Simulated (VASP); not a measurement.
Given:

```
CELL_PARAMETERS angstrom
     -3.12777     3.12777     1.70655
      3.12777    -3.12777     1.70655
      3.12777     3.12777    -1.70655
ATOMIC_POSITIONS crystal
  Bi 0.75000 0.25000 0.50000
  Bi 0.00000 0.00000 0.00000
```

All values below come from PBE GGA, VASP's PBE PAW potentials (set 64) (plane waves; VASP). Settings: 300 eV cut-off, 7×7×7 Γ-centred mesh, Gaussian smearing of 0.14 eV, potentials Bi_d.

At this cut-off the stress carries a Pulay error, which pulls relaxed volumes low.

Question: The ions, cell shape and volume are relaxed. Give the cell that the relaxation ends in.

Answer: 
```
CELL_PARAMETERS angstrom
     -3.19042     3.19042     1.65513
      3.19042    -3.19042     1.65513
      3.19042     3.19042    -1.65513
ATOMIC_POSITIONS crystal
  Bi 0.75000 0.25000 0.50000
  Bi 0.00000 0.00000 0.00000
```
Space group I4_1/amd (141), at a tolerance of 0.03 Å.

Question: How do energy and volume change from the first to the last step?

Answer: The energy (σ→0) changes by -18.9 meV/atom and the volume by +0.9 %, in 7 ionic steps.

The structure was generated: Bi was put into an ordered model structure, which need not be its known phase. This run relaxes it. Symmetry was kept, so distortions that lower it aren't found. The k-mesh is coarse (spacing up to 0.31 per Å, 2π included), so the numbers may not be converged in it. The run is one of a series of settings (EDIFFG = -0.01, IBRION = 2, ISIF = 3, NSW = 50 against the base run), some of them coarse on purpose.
